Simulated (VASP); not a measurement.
Input:

```xyz
1
Lattice="0.0000 1.9262 1.9262 1.9262 0.0000 1.9262 1.9262 1.9262 0.0000" Properties=species:S:1:pos:R:3 pbc="T T T"
Ir     0.0000     0.0000     0.0000
```

Computed with r2SCAN meta-GGA with spin-orbit coupling, VASP's PBE PAW potentials (set 64) (plane waves; VASP 6.6.1). Numerical set-up: 400 eV cut-off, 15×15×15 Γ-centred mesh, Gaussian smearing of 0.050 eV, potentials Ir.

**Question.** Predict the energy per atom (σ→0), pressure, band gap (over mesh and band path) with the smallest direct gap where there is one.

**Answer.** 
```json
{
 "band gap (over mesh and band path)": "none (metal, semimetal or under 0.01 eV)",
 "energy per atom (σ→0)": "-5089.5 kJ/mol-atom",
 "pressure": "1.11 GPa"
}
```

The absolute energy has meaning only against runs of the same code, potentials and settings.

The compound is Ir in the fcc structure. It was relaxed first.
